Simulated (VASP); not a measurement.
VASP runs on NbN (rock salt) share one base input (PBE GGA, plane waves, VASP's PBE PAW potentials (set 64)) and change the settings named in each case.

### INCAR
```
SYSTEM = NbN
PREC = Accurate
ENCUT = 520
EDIFF = 1E-6
NELM = 100
ALGO = Normal
LREAL = .FALSE.
LASPH = .TRUE.
ISMEAR = 1
SIGMA = 0.1
GGA = PE
LMAXMIX = 4
LWAVE = .FALSE.
LCHARG = .FALSE.
ISIF = 2
```

**POSCAR**
```
NbN
1
    0.0000000000     2.2389000000     2.2389000000
    2.2389000000     0.0000000000     2.2389000000
    2.2389000000     2.2389000000     0.0000000000
Nb N
1 1
Direct
  0.0000000000   0.0000000000   0.0000000000
  0.5000000000   0.5000000000   0.5000000000
```

File KPOINTS:
```
Automatic mesh
0
Gamma
13 13 13
0 0 0
```

POTCAR, in this order: Nb_sv N (PBE.64 set). Program: vasp_std.

```json
[
 {"change": "base run", "irreducible k-points": "84"},
 {"change": "ISYM = -1", "irreducible k-points": "2197"},
 {"change": "ISYM = 0", "irreducible k-points": "1099"},
 {"change": "ISYM = 1", "irreducible k-points": "84"},
 {"change": "SYMPREC = 1E-3", "irreducible k-points": "84"}
]
```

Left out are runs that ran out of time, are held back, or changed the cell or the kind of run, fixed moments of cells without a moment, rows past the twelfth, gaps on odd meshes, pressures of charged cells and columns that move by less than the noise.

The compound is NbN in the rock salt structure, the cubic δ form, which competes with hexagonal ones. The cell was not relaxed at this level. VASP warned that the highest band is occupied, so more bands are needed.
